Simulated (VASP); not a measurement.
These are LDA (Ceperley-Alder, Perdew-Zunger), VASP's LDA PAW potentials (set 64) (plane waves; VASP 6.6.1) values and carry that method's errors.

A VASP calculation is set up with these files.

**KPOINTS**
```
Automatic mesh
0
Gamma
7 7 7
0 0 0
```

POSCAR:
```
SrVO3
1.0
  3.7813018727   0.0000000000   0.0000000000
  0.0000000000   3.7813018727   0.0000000000
  0.0000000000   0.0000000000   3.7813018727
Sr V O
1 1 3
Cart
  0.0000000000   0.0000000000   0.0000000000
  1.8906509363   1.8906509363   1.8906509363
  1.8906509363   0.0000000000   1.8906509363
  0.0000000000   1.8906509363   1.8906509363
  1.8906509363   1.8906509363   0.0000000000
```

### INCAR
```
SYSTEM = SrVO3
PREC = Accurate; ENCUT = 520; LREAL = .False.
LASPH = .True.
EDIFF = 1E-6; NELM = 100; ALGO = Normal
LMAXMIX = 4
ISMEAR = 1; SIGMA = 0.1
IBRION = 2; NSW = 60; ISIF = 3
EDIFFG = -0.02
LWAVE = .False.; LCHARG = .False.
```

POTCAR, in this order: Sr_sv V_sv O (LDA.64 set). Program: vasp_std.

Task: Estimate the energy per atom (σ→0), band gap (on the k-mesh).

Result: 
```json
{
  "energy per atom (σ→0)": "-8.741 eV/atom",
  "band gap (on the k-mesh)": "none (metal, semimetal or under 0.01 eV)"
}
```

OSZICAR:
```
...
DAV:   9    -0.437125298652E+02   -0.95205E-02   -0.16826E-01  1352   0.259E+00    0.121E+00
DAV:  10    -0.437047557742E+02    0.77741E-02   -0.55896E-02  1064   0.242E+00    0.263E-01
DAV:  11    -0.437044685048E+02    0.28727E-03   -0.40863E-03  1144   0.494E-01    0.953E-02
DAV:  12    -0.437044747738E+02   -0.62691E-05   -0.22293E-04  1224   0.140E-01    0.851E-02
DAV:  13    -0.437044570027E+02    0.17771E-04   -0.15812E-04  1096   0.120E-01    0.130E-02
DAV:  14    -0.437044569078E+02    0.94972E-07   -0.12480E-05  1192   0.324E-02    0.758E-03
DAV:  15    -0.437044564473E+02    0.46042E-06   -0.28765E-06   824   0.110E-02
   1 F= -.43704456E+02 E0= -.43703564E+02  d E =-.437045E+02
```

The compound is SrVO3 in the cubic perovskite structure. It was relaxed first. The start is the result of an earlier pass. The run is not spin-polarised, so no magnetic state was tried. The electron count is odd and the run is not spin-polarised, which forces a metal.
